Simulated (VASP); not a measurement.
All values below come from LDA (Ceperley-Alder, Perdew-Zunger), VASP's LDA PAW potentials (set 64) (plane waves; VASP 6.6.1).

Input for VASP

INCAR:
```
# general
SYSTEM  = Bi2Te3
PREC    = Accurate
ENCUT   = 300
LREAL   = .False.
LASPH   = .True.

# electronic loop
EDIFF   = 1E-6
NELM    = 100
ALGO    = Normal
LMAXMIX = 4

# smearing
ISMEAR  = -1
SIGMA   = 0.02

# ions
ISIF    = 2

# output
LWAVE   = .False.
LCHARG  = .False.
```

**POSCAR**
```
Bi2Te3
1
   10.2416820000    -2.1900000000     0.0000000000
   10.2416820000     2.1900000000     0.0000000000
    9.7733890000     0.0000000000     3.7641740000
Bi Te
2 3
Direct
  0.3961970000   0.4061980000   0.3962040000
  0.6058970000   0.5945180000   0.5983530000
 -0.0057850000  -0.0059940000   0.0159310000
  0.2085080000   0.2194970000   0.1976550000
  0.7951830000   0.7857810000   0.7918570000
```

KPOINTS:
```
Automatic mesh
0
Gamma
3 3 3
0 0 0
```

POTCAR, in this order: Bi_d Te (LDA.64 set). Program: vasp_std.

Problem. What will the output report for the number of irreducible k-points (NKPTS), largest plane-wave count, number of space-group operations, FFT grid (NGX, NGY, NGZ)?

Solution. 
```
Quantity                                      Result
--------------------------------------  ------------
number of irreducible k-points (NKPTS)            14
largest plane-wave count                        2006
number of space-group operations                   1
FFT grid (NGX, NGY, NGZ)                60 × 60 × 60
```

The structure is a typed Bi2Te3 crystal. The cell was not relaxed at this level, atoms are displaced from their ideal sites. The k-mesh is coarse (spacing up to 0.56 per Å, 2π included), so the numbers may not be converged in it.
